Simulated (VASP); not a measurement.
Computed with optB88-vdW, VASP's PBE PAW potentials (set 64) (plane waves; VASP).

VASP ran on this input.

File KPOINTS:
```
kpoints
0
gamma
 13 13 9
0 0 0
```

POSCAR:
```
TiAl
1
    2.8189989372     0.0000000000     0.0000000000
    0.0000000000     2.8189989372     0.0000000000
    0.0000000000     0.0000000000     4.0609069797
Ti Al
1 1
Direct
  0.0000000000   0.0000000000   0.0000000000
  0.5000000000   0.5000000000   0.5000000000
```

**INCAR**
```
SYSTEM=TiAl
PREC=Accurate; ENCUT=520; LREAL=.FALSE.
LASPH=.TRUE.
EDIFF=1E-7; NELM=100; ALGO=Normal
LMAXMIX=4
ISMEAR=1; SIGMA=0.1
GGA=BO; LUSE_VDW=.TRUE.; AGGAC=0.0
PARAM1=0.1833333333; PARAM2=0.22
IBRION=2; NSW=30; ISIF=4
EDIFFG=-0.01
LWAVE=.FALSE.; LCHARG=.FALSE.
```

POTCAR, in this order: Ti_sv Al (PBE.64 set). Program: vasp_std.

Problem. What will the output report for the number of irreducible k-points (NKPTS), largest plane-wave count, number of space-group operations, FFT grid (NGX, NGY, NGZ)?

Solution. 
The number of irreducible k-points (NKPTS) is 140 and the largest plane-wave count is 887. The number of space-group operations is 16. The FFT grid (NGX, NGY, NGZ) is 24 × 24 × 30.

The compound is TiAl in the L1_0 structure. This run relaxes it. Symmetry was kept, so distortions that lower it aren't found. The electron count is odd and the run is not spin-polarised, which forces a metal.
